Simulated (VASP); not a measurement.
Data:

```xyz
2
Lattice="4.1949 0.0000 0.0000 0.0000 4.1949 0.0000 0.0000 0.0000 4.1949" Properties=species:S:1:pos:R:3 pbc="T T T"
Cs     0.0000     0.0000     0.0000
I      2.0975     2.0975     2.0975
```

All values below come from PBEsol GGA, VASP's PBE PAW potentials (set 64) (plane waves; VASP 6.6.1). Run with 500 eV cut-off, 6×6×6 Γ-centred mesh, Gaussian smearing of 0.050 eV, potentials Cs_sv I.

Unless said otherwise, spin-orbit coupling is left out, though it shifts the bands of the heavy elements here.

Q: What does the run give for the energy per atom (σ→0), pressure, band gap (on the k-mesh) with the smallest direct gap where there is one?

A: 
The band gap (on the k-mesh) is 3.49 eV and the smallest direct gap (on the k-mesh) is 3.49 eV. The energy per atom (σ→0) is -2.774 eV/atom and the pressure is 4.99 GPa.

Total energies compare only between runs with the same potentials, cut-off and functional.

The compound is CsI in the CsCl type structure. It was relaxed first under an external pressure of 5 GPa.
